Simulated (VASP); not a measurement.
```yaml
crystal:
  lattice:
    - [0.00000, 2.16095, 2.16095]
    - [2.16095, 0.00000, 2.16095]
    - [2.16095, 2.16095, 0.00000]
  atoms:
    - { symbol: Na, position: [0.00000, 0.00000, 0.00000] }
    - { symbol: F, position: [0.50000, 0.50000, 0.50000] }
```

The numbers are results of PBE GGA, VASP's PBE PAW potentials (set 64) (plane waves; VASP), not measurements. Numerical set-up: 620 eV cut-off, 10×10×10 Γ-centred mesh, Gaussian smearing of 0.050 eV, potentials Na_pv F.

Question: Predict the energy per atom (σ→0), pressure, band gap (on the k-mesh) with the smallest direct gap where there is one.

Answer: 
```yaml
band gap (on the k-mesh): 7.60 eV
smallest direct gap (on the k-mesh): 7.60 eV
energy per atom (σ→0): -4.138 eV/atom
pressure: 20.05 GPa
```

The compound is NaF in the rock salt structure. It was relaxed first under an external pressure of 20 GPa.
